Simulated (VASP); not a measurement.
Consider the following.

```yaml
crystal:
  lattice:
    - [0.00000, 3.32037, 3.32037]
    - [3.32037, 0.00000, 3.32037]
    - [3.32037, 3.32037, 0.00000]
  atoms:
    - { symbol: K, position: [0.00000, 0.00000, 0.00000] }
    - { symbol: Br, position: [0.50000, 0.50000, 0.50000] }
```

All values below come from rev-vdW-DF2, VASP's PBE PAW potentials (set 64) (plane waves; VASP 6.6.1). Run with 520 eV cut-off, 7×7×7 Γ-centred mesh, Gaussian smearing of 0.050 eV, potentials K_sv Br.

Question: What does the run give for the energy per atom (σ→0), band gap (on the k-mesh) with the smallest direct gap where there is one?

Answer: 
```json
{
 "band gap (on the k-mesh)": "4.21 eV",
 "smallest direct gap (on the k-mesh)": "4.21 eV",
 "energy per atom (σ→0)": "-1.401 eV/atom"
}
```

Only differences to runs with the same potentials and settings are physical.

The compound is KBr in the rock salt structure. This cell is one point of a volume scan, at 1.03 of the reference volume.
